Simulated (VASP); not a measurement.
# CdSnF$_{6}$ (space group R-3): computed properties

Level of theory: LDA (Ceperley-Alder, Perdew-Zunger), VASP's LDA PAW potentials (set 64) (plane waves; VASP).

For CdSnF6, the space group comes out as R-3 (148) and the cell is a = 5.075 Å, b = 5.075 Å, c = 14.768 Å, α = 90.00°, β = 90.00°, γ = 120.00°. The volume per atom is 13.72 Å^3/atom, the band gap (over mesh and band path) comes out as 3.80 eV and the smallest direct gap (over mesh and band path) is 3.82 eV. The band-edge character comes out as indirect, F to Γ, the density is 5.22 g/cm³ and the mean ε∞ (DFPT) is 2.46. The mean ε∞ (independent particles) comes out as 2.53. The mean static ε is 6.49. The optical Γ-point spectrum is 103 (×2), 115 (×2), 117, 152 (×2), 198, 206, 258, 267 (×2), 293 (×2), 297, 464 (×2), 555 (×2), 558, 596 cm⁻¹.

Space group R-3, hexagonal axes (No. 148); a = b = 5.0747 Å, c = 14.7679 Å, α = β = 90.00°, γ = 120.00°

```json
[
 {"atom": "Cd", "site": "3b", "symmetry": "-3.", "x": "0.0000", "y": "0.0000", "z": "0.5000"},
 {"atom": "Sn", "site": "3a", "symmetry": "-3.", "x": "0.0000", "y": "0.0000", "z": "0.0000"},
 {"atom": "F", "site": "18f", "symmetry": "1", "x": "0.3186", "y": "0.0070", "z": "0.0781"}
]
```
(The calculation used a cell of 8 atoms; values per cell refer to that cell.)

Unless said otherwise, spin-orbit coupling is left out, though it shifts the bands of the heavy elements here.

The structure comes from a computed database's CdSnF6 entry (R-3); how it stands against other phases isn't given here. It was relaxed first, which changed the volume by -7 %. Symmetry was kept, so distortions that lower it aren't found.
